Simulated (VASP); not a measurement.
Computed with PBEsol GGA, VASP's PBE PAW potentials (set 64) (plane waves; VASP).

A VASP calculation is set up with these files.

POSCAR:
```
GaAs
3.9998560
  0.0000000000   0.7071068127   0.7071068127
  0.7071068127   0.0000000000   0.7071068127
  0.7071068127   0.7071068127   0.0000000000
Ga As
1 1
Direct
  0.0000000000   0.0000000000   0.0000000000
  0.2500000000   0.2500000000   0.2500000000
```

INCAR:
```
ENCUT=400   ! plane-wave cut-off (eV)
GGA=PS   ! PBEsol
LMAXMIX=4   ! l cut-off of mixed one-centre charges
PREC=Accurate
LWAVE=F
LASPH=T
LREAL=F   ! projection in real space or not
SIGMA=0.05   ! width (eV)
EDIFF=1E-7   ! SCF stop (eV)
ISMEAR=0
ICHARG=11
NELM=100   ! most electronic steps
SYSTEM=GaAs
ALGO=Normal   ! blocked Davidson
LCHARG=F
LORBIT=11
```

**KPOINTS**
```
k-points along high-symmetry lines
15
Line-mode
Reciprocal
  0.000000   0.000000   0.000000 ! GAMMA
 -0.500000  -0.500000   0.000000 ! X

 -0.500000  -0.500000   0.000000 ! X
 -0.375000  -0.375000   0.250000 ! U

 -0.375000   0.000000   0.375000 ! K
  0.000000   0.000000   0.000000 ! GAMMA

  0.000000   0.000000   0.000000 ! GAMMA
 -0.000000  -0.000000   0.500000 ! L

 -0.000000  -0.000000   0.500000 ! L
 -0.500000  -0.250000   0.250000 ! W

 -0.500000  -0.250000   0.250000 ! W
 -0.500000  -0.500000   0.000000 ! X
```

POTCAR, in this order: Ga_d As (PBE.64 set). Program: vasp_std. Read from the step before: CHGCAR.

The run wrote:

**OSZICAR**
```
       N       E                     dE             d eps       ncg     rms          rms(c)
DAV:   1     0.717165303890E+02    0.71717E+02   -0.82706E+03  2388   0.165E+03
DAV:   2    -0.205128942158E+01   -0.73768E+02   -0.70989E+02  2530   0.290E+02
DAV:   3    -0.740995936354E+01   -0.53587E+01   -0.51977E+01  2875   0.676E+01
DAV:   4    -0.750468226652E+01   -0.94723E-01   -0.94633E-01  2770   0.963E+00
DAV:   5    -0.750635672808E+01   -0.16745E-02   -0.16742E-02  2843   0.108E+00
DAV:   6    -0.750641823754E+01   -0.61509E-04   -0.61509E-04  3248   0.180E-01
DAV:   7    -0.750641893712E+01   -0.69958E-06   -0.69931E-06  2867   0.158E-02
DAV:   8    -0.750641895438E+01   -0.17259E-07   -0.17040E-07  2223   0.223E-03
   1 F= -.75064190E+01 E0= -.75064190E+01  d E =-.214588E-10
```

OUTCAR:
```
 val. band max:        3.7896168915   @ k =   0.0000   0.0000   0.0000

 cond. band min:       4.2333725754   @ k =   0.0000   0.0000   0.0000



 k-point     1 :       0.0000    0.0000    0.0000
  band No.  band energies     occupation
      1     -10.9810      2.00000
      2     -10.9810      2.00000
      3     -10.9810      2.00000
      4     -10.9014      2.00000
      5     -10.9014      2.00000
      6      -8.9516      2.00000
      7       3.7896      2.00000
      8       3.7896      2.00000
      9       3.7896      2.00000
     10       4.2334      0.00000
     11       7.4793      0.00000
     12       7.4793      0.00000
     13       7.4793      0.00000

 k-point     2 :      -0.0357   -0.0357    0.0000
  band No.  band energies     occupation
      1     -10.9830      2.00000
      2     -10.9804      2.00000
      3     -10.9804      2.00000
      4     -10.9015      2.00000
      5     -10.9012      2.00000
      6      -8.9314      2.00000
      7       3.3304      2.00000
      8       3.7209      2.00000
      9       3.7209      2.00000
     10       4.6897      0.00000
     11       7.4004      0.00000
     12       7.5727      0.00000
     13       7.5727      0.00000

 k-point     3 :      -0.0714   -0.0714    0.0000
  band No.  band energies     occupation
      1     -10.9886      2.00000
      2     -10.9785      2.00000
      3     -10.9785      2.00000
      4     -10.9021      2.00000
      5     -10.9006      2.00000
      6      -8.8710      2.00000
      7       2.7085      2.00000
      8       3.5345      2.00000
      9       3.5345      2.00000
     10       5.2957      0.00000
     11       7.1948      0.00000
     12       7.8329      0.00000
     13       7.8329      0.00000

 k-point     4 :      -0.1071   -0.1071    0.0000
  band No.  band energies     occupation
      1     -10.9972      2.00000
      2     -10.9755      2.00000
      3     -10.9755      2.00000
      4     -10.9033      2.00000
...
```

The density is held fixed in this step, so its total energy and stress have no physical meaning.

The structure was generated: GaAs was put into the zinc blende type (F-43m), which need not be its known phase. It was relaxed first.
